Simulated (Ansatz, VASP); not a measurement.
# ZnCu2SnS4 in two plane-wave programs, part 2 of 2

One calculation is typed for both programs; each brings its own data sets. How far apart do they land? The cell is taken from a series of runs on this material, whose earlier steps may have relaxed, scaled, displaced or heated it; both programs get it as it stands.

VASP 6.6.1 and Ansatz 0.2.0.

So far: The starting structure; Ansatz: single point, PBE, spin-orbit coupling.

## 3. VASP: single point, PBE, spin-orbit coupling

Level of this step: PBE, spin-orbit coupling, no spin polarisation; plane waves and PAW (Zn, Cu, Sn_d, S) (VASP).

The same cell, functional, mesh and smearing now go to VASP, with its own data sets.

Lines of VASP's logs that name or quote its potential files are left out, and so is its time.

The input, INCAR:

```
SYSTEM = ZnCu2SnS4
PREC = Accurate
ENCUT = 600
EDIFF = 1E-06
NELM = 200
ISMEAR = -1
SIGMA = 0.02
LREAL = .FALSE.
ALGO = Normal
GGA = PE
LNONCOLLINEAR = .TRUE.
MAGMOM = 0 0 0 0 0 0 0 0 0 0 0 0 0 0 0 0 0 0 0 0 0 0 0 0
NBANDS = 88
GGA_COMPAT = .FALSE.
LASPH = .TRUE.
LSORBIT = .TRUE.
LMAXMIX = 4
LORBIT = 11
LWAVE = .FALSE.
LCHARG = .FALSE.
ISIF = 2
EFERMI = MIDGAP
KPAR = 2
```

The input, POSCAR:

```
ZnCu2SnS4
1.0
   -2.7171000000      2.7171000000      5.4248000000
    2.7171000000     -2.7171000000      5.4248000000
    2.7171000000      2.7171000000     -5.4248000000
Zn Cu Sn S
1 2 1 4
Direct
    0.2500000000      0.7500000000      0.5000000000
    0.0000000000      0.0000000000      0.0000000000
    0.7500000000      0.2500000000      0.5000000000
    0.5000000000      0.5000000000      0.0000000000
    0.3716100000      0.8844100000      0.9996000000
    0.1155900000      0.1151900000      0.4872000000
    0.8848100000      0.3720100000      0.0004000000
    0.6279900000      0.6283900000      0.5128000000
```

The input, KPOINTS:

```
Automatic mesh
0
Gamma
6 6 6
0 0 0
```

Potentials, in the order of the species: Zn, Cu, Sn_d and S (PBE family, release 64).

The run is started by

```console
mpirun -np 2 vasp_ncl
```

Numbers of over 12 decimals in the logs are rounded to 6 here.

The program printed:

```text
[banner, memory and clock lines left out]
running    2 mpi-ranks, on    1 nodes
 distrk:  each k-point on    1 cores,    2 groups
 distr:  one band on    1 cores,    1 groups

 POSCAR found type information on POSCAR ZnCuSnS
 POSCAR found :  4 types and       8 ions
 LDA part: xc-table for (Slater+PW92), standard interpolation
 POSCAR, INCAR and KPOINTS ok, starting setup
 FFT: planning ... GRIDC
 FFT: planning ... GRID_SOFT
 FFT: planning ... GRID
 WAVECAR not read
 entering main loop
       N       E                     dE             d eps       ncg     rms          rms(c)
DAV:   1     0.879256547076E+03    0.87926E+03   -0.33132E+04 10464   0.231E+03
DAV:   2     0.167653727427E+03   -0.71160E+03   -0.68024E+03 10208   0.643E+02
DAV:   3    -0.115270540983E+02   -0.17918E+03   -0.16913E+03 11128   0.272E+02
DAV:   4    -0.339943852044E+02   -0.22467E+02   -0.22033E+02 14576   0.941E+01
DAV:   5    -0.349241310887E+02   -0.92975E+00   -0.92179E+00 15040   0.234E+01    0.176E+01
DAV:   6    -0.342427023885E+02    0.68143E+00   -0.28218E+01 15432   0.948E+01    0.123E+01
DAV:   7    -0.324295038969E+02    0.18132E+01   -0.10317E+01 14760   0.825E+01    0.818E+00
DAV:   8    -0.327029426778E+02   -0.27344E+00   -0.36021E+00 15800   0.202E+01    0.396E+00
DAV:   9    -0.325819314296E+02    0.12101E+00   -0.98201E-01 14088   0.202E+01    0.803E-01
DAV:  10    -0.325840315652E+02   -0.21001E-02   -0.12152E-01 15016   0.796E+00    0.480E-01
DAV:  11    -0.325809164091E+02    0.31152E-02   -0.22596E-02 15976   0.400E+00    0.217E-01
DAV:  12    -0.325819715865E+02   -0.10552E-02   -0.98708E-03 14696   0.850E-01    0.143E-01
DAV:  13    -0.325820824520E+02   -0.11087E-03   -0.11082E-03 15232   0.565E-01    0.540E-02
DAV:  14    -0.325821393744E+02   -0.56922E-04   -0.25883E-04 15024   0.384E-01    0.325E-02
DAV:  15    -0.325821342490E+02    0.51254E-05   -0.39443E-05 16456   0.136E-01    0.163E-02
DAV:  16    -0.325821386962E+02   -0.44472E-05   -0.53304E-05 15656   0.115E-01    0.104E-02
DAV:  17    -0.325821376547E+02    0.10415E-05   -0.19117E-05 14016   0.831E-02    0.399E-03
DAV:  18    -0.325821377489E+02   -0.94275E-07   -0.10406E-06  7240   0.146E-02
   1 F= -.32582138E+02 E0= -.32582137E+02  d E =-.142210E-05  mag=     0.0000     0.0000     0.0000
```

Parts of OUTCAR (step 3):

```text
ion  position               nearest neighbor table
   1  0.250  0.750  0.500-   8 2.33   7 2.33   6 2.33   5 2.33
   2  0.000  0.000  0.000-   5 2.33   8 2.33   7 2.33   6 2.33
   3  0.750  0.250  0.500-   7 2.33   6 2.33   5 2.33   8 2.33
   4  0.500  0.500  0.000-   8 2.41   7 2.41   6 2.41   5 2.41
   5  0.372  0.884  1.000-   1 2.33   2 2.33   3 2.33   4 2.41
   6  0.116  0.115  0.487-   1 2.33   2 2.33   3 2.33   4 2.41
   7  0.885  0.372  0.000-   1 2.33   2 2.33   3 2.33   4 2.41
   8  0.628  0.628  0.513-   1 2.33   2 2.33   3 2.33   4 2.41

  LATTYP: Found a body centered tetragonal cell.
 ALAT       =     5.4342000000
 C/A-ratio  =     1.9965404291

 Subroutine GETGRP returns: Found  4 space group operations
 (whereof  4 operations were pure point group operations)

The static configuration has the point symmetry S_4 .

 Found     58 irreducible k-points:

   k-points           NKPTS =     58   k-points in BZ     NKDIM =     58   number of bands    NBANDS=     88

   dimension x,y,z NGX =    54 NGY =   54 NGZ =   54
   dimension x,y,z NGXF=   108 NGYF=  108 NGZF=  108

   ENCUT  =  600.0 eV  44.10 Ry    6.64 a.u.  13.28 13.28 13.28*2*pi/ulx,y,z

   NELECT =      72.0000    total number of electrons

 k-points in reciprocal lattice and weights: Automatic mesh
   0.00000000  0.00000000  0.00000000       0.005
   0.16666667  0.00000000  0.00000000       0.019
  -0.16666667  0.00000000  0.00000000       0.019
   0.33333333 -0.00000000  0.00000000       0.019
  -0.33333333  0.00000000 -0.00000000       0.019
   0.50000000 -0.00000000  0.00000000       0.019
   0.16666667  0.16666667  0.00000000       0.019
  -0.16666667 -0.16666667  0.00000000       0.019
   0.33333333  0.16666667  0.00000000       0.019
[...]
-0.33333333 -0.33333333  0.33333333       0.009
   0.50000000  0.50000000  0.50000000       0.005

 average (electrostatic) potential at core
       1 -34.5989       2 -65.4851       3 -65.4560       4-102.9422       5 -87.1406
       6 -87.1406       7 -87.1406       8 -87.1406

 E-fermi :   5.0325

 k-point     1 :       0.0000    0.0000    0.0000
  band No.  band energies     occupation
    ...
     68       4.7728      1.00000
     69       4.7968      0.99999
     70       4.7968      0.99999
     71       4.8763      0.99960
     72       4.8763      0.99960
     73       5.1876      0.00043
     74       5.1876      0.00043
     75       6.9101      0.00000
     76       6.9101      0.00000
     77       7.7818      0.00000
    ...

 k-point     2 :       0.1667    0.0000    0.0000
  band No.  band energies     occupation
    ...
     68       4.2448      1.00000
     69       4.5748      1.00000
     70       4.5883      1.00000
     71       4.7604      1.00000
     72       4.7726      1.00000
     73       5.8745      0.00000
     74       5.8818      0.00000
     75       7.3007      0.00000
     76       7.3250      0.00000
     77       7.9667      0.00000
    ...

 k-point     3 :      -0.1667    0.0000    0.0000
  band No.  band energies     occupation
    ...
     68       4.2448      1.00000
     69       4.5748      1.00000
     70       4.5883      1.00000
     71       4.7604      1.00000
     72       4.7726      1.00000
     73       5.8745      0.00000
     74       5.8818      0.00000
     75       7.3007      0.00000
     76       7.3250      0.00000
     77       7.9667      0.00000
    ...

  Total        2.1783142      2.1783142      2.0709096      0.0000002      0.0000000     -0.0000000
  in kB       21.7859312     21.7859312     20.7117479      0.0000023      0.0000000     -0.0000000
  external PRESSURE =      21.4278701 kB  Pullay stress =       0.0000000 kB

  energy-cutoff  :      600.00
  volume of cell :      160.20
      direct lattice vectors                 reciprocal lattice vectors
    -2.717100000  2.717100000  5.424800000     0.000000000  0.184019727  0.092169297
     2.717100000 -2.717100000  5.424800000     0.184019727  0.000000000  0.092169297
     2.717100000  2.717100000 -5.424800000     0.184019727  0.184019727  0.000000000

 POSITION                                       TOTAL-FORCE (eV/Angst)
 -----------------------------------------------------------------------------------
      2.71710      0.00000      2.71240         0.000000     -0.000000     -0.000000
      0.00000      0.00000      0.00000         0.000000     -0.000000      0.000000
      0.00000      2.71710      2.71240         0.000000     -0.000000     -0.000000
      0.00000      0.00000      5.42480         0.000000     -0.000000     -0.000000
      4.10934      1.32268      1.39103         0.530055     -0.138878      0.182823
      1.32268      1.32486     -1.39103        -0.138878     -0.530055     -0.182823
     -1.39224      1.39442      6.81583        -0.530055      0.138878      0.182823
      1.39442      1.39224      4.03377         0.138878      0.530055     -0.182823
 -----------------------------------------------------------------------------------
    total drift:                               -0.000001     -0.000001     -0.000001

  FREE ENERGIE OF THE ION-ELECTRON SYSTEM (eV)
  ---------------------------------------------------
  free  energy   TOTEN  =       -32.5821377489 eV

  energy  without entropy=      -32.5821363268  energy(sigma->0) =      -32.58213704

 Spin-Orbit-Coupling matrix elements
 Ion:    1  E_soc:     -0.0083800
 Ion:    2  E_soc:     -0.0107599
 Ion:    3  E_soc:     -0.0107094
 Ion:    4  E_soc:     -0.0927668
 Ion:    5  E_soc:     -0.0020366
 Ion:    6  E_soc:     -0.0020366
 Ion:    7  E_soc:     -0.0020366
 Ion:    8  E_soc:     -0.0020366

 total charge
# of ion       s       p       d       tot
------------------------------------------
    1        0.531   0.482   9.800  10.813
    2        0.354   0.343   9.269   9.966
    3        0.353   0.343   9.270   9.967
    4        1.100   1.132  10.117  12.348
    5        1.327   2.390   0.000   3.717
    6        1.327   2.390   0.000   3.717
    7        1.327   2.390   0.000   3.717
    8        1.327   2.390   0.000   3.717
--------------------------------------------------
tot          7.644  11.859  38.457  57.960

 magnetization (x)
# of ion       s       p       d       tot
------------------------------------------
    1        0.000   0.000   0.000   0.000
    2       -0.000   0.000   0.000   0.000
    3        0.000   0.000   0.000   0.000
    4        0.000  -0.000   0.000  -0.000
    5       -0.000  -0.000   0.000  -0.000
    6        0.000  -0.000   0.000  -0.000
    7        0.000   0.000   0.000   0.000
    8       -0.000   0.000   0.000   0.000
--------------------------------------------------
tot         -0.000   0.000   0.000   0.000

 magnetization (y)
# of ion       s       p       d       tot
------------------------------------------
    1        0.000   0.000   0.000   0.000
    2        0.000   0.000   0.000   0.000
    3        0.000  -0.000  -0.000  -0.000
    4       -0.000   0.000   0.000  -0.000
    5       -0.000   0.000   0.000   0.000
    6       -0.000  -0.000   0.000  -0.000
    7        0.000  -0.000   0.000  -0.000
    8        0.000   0.000   0.000   0.000
--------------------------------------------------
tot         -0.000  -0.000  -0.000  -0.000

 magnetization (z)
# of ion       s       p       d       tot
------------------------------------------
    1       -0.000  -0.000   0.000  -0.000
    2       -0.000  -0.000  -0.000  -0.000
    3       -0.000  -0.000   0.000  -0.000
    4        0.000  -0.000   0.000  -0.000
    5       -0.000   0.000   0.000  -0.000
    6       -0.000   0.000   0.000  -0.000
    7       -0.000   0.000   0.000  -0.000
    8       -0.000   0.000   0.000  -0.000
--------------------------------------------------
tot         -0.000  -0.000   0.000  -0.000

[... 3 further parts left out ...]
```

This run has no spin polarisation, so a moment on Cu, if there is one, isn't seen.

## 4. Differences

Known differences besides the potentials themselves: spin-orbit coupling enters by fully relativistic files in Ansatz and inside the spheres in VASP; the data sets hold 88 valence electrons in Ansatz (on its PAW fully relativistic soft_1 files) and 72 in VASP; the cutoff is 420 eV in Ansatz and 600 eV in VASP. Total energies have different zeros and are not compared.

The two programs side by side:

| quantity | Ansatz | VASP | difference |
| --- | --- | --- | --- |
| pressure (GPa) | 2.04 | 2.14 | -0.10 |
| gap on the k mesh (eV) | 0.281 | 0.311 | -0.030 |

Forces (eV/Å; atoms numbered as in POSCAR):

| atom | Ansatz x, y, z | VASP x, y, z |
| --- | --- | --- |
| Zn1 | 0.000, 0.000, 0.000 | 0.000, 0.000, 0.000 |
| Cu2 | 0.000, 0.000, 0.000 | 0.000, 0.000, 0.000 |
| Cu3 | 0.000, 0.000, 0.000 | 0.000, 0.000, 0.000 |
| Sn4 | 0.000, 0.000, 0.000 | 0.000, 0.000, 0.000 |
| S5 | 0.558, -0.160, 0.203 | 0.530, -0.139, 0.183 |
| S6 | -0.160, -0.558, -0.203 | -0.139, -0.530, -0.183 |
| S7 | -0.558, 0.160, 0.203 | -0.530, 0.139, 0.183 |
| S8 | 0.160, 0.558, -0.203 | 0.139, 0.530, -0.183 |

The forces differ by 17 meV/Å r.m.s., which is 7.1 % of the r.m.s. force of 0.236 eV/Å (both taken over all components). A gap on the mesh is an upper bound, since the band edges may lie between its points.

## 5. Results

* r.m.s. force difference (single point, PBE, spin-orbit coupling): 7.1 % of the r.m.s. force

The r.m.s. force difference is 7.1 % of the r.m.s. force (single point, PBE, spin-orbit coupling), beyond the 3 % picked in this series as the mark of a large difference. The data sets hold unlike numbers of valence electrons (88 in Ansatz and 72 in VASP), so part of the differences comes from the potentials. What causes the difference of the single point, PBE, spin-orbit coupling pair stays open here. Such differences can come from data sets, numerical settings and the points named under the comparisons, not from the functional's error against experiment.

[Lines on the potential files, build, host, timing and source positions are cut from VASP's logs without a mark.]

[Logs are printed without paths, hosts, clocks, repeated set-up lines and the standing remarks that a program may print on its own settings, such as how far it seeks lower states.]

[Hosts, paths, dates, database ids (printed as entryN), source tags and the programs' standing remarks are cut or masked in the printed files.]
